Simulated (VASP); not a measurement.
```
Yb
1.0
    0.00000     2.70051     2.70051
    2.70051     0.00000     2.70051
    2.70051     2.70051     0.00000
Yb
1
Cartesian
  0.00000   0.00000   0.00000
```

Level of theory: PW91 GGA, VASP's PBE PAW potentials (set 64) (plane waves; VASP). Numerical set-up: 520 eV cut-off, Gaussian smearing of 0.050 eV, potentials Yb_2.

The 4f electrons are frozen in the core of the lanthanide potential, so 4f levels, which can set the real gap, and their magnetism are missing.

Q: Give the energies of bands 4 to 7 at the high-symmetry points, in eV from the valence-band maximum.

A: 
```csv
band,Γ,X,U,L,W
4,-4.96,-1.03,-0.27,-1.71,-0.01
5,2.98,0.34,0.21,0.19,0.82
6,2.98,1.49,1.15,2.75,0.82
7,2.98,6.50,4.43,2.75,2.54
```

The gap is indirect, 0.01 eV, from the valence maximum at L-W at 0.71 to the conduction minimum at L-W at 0.64.

The compound is Yb in the fcc structure. It was relaxed first.
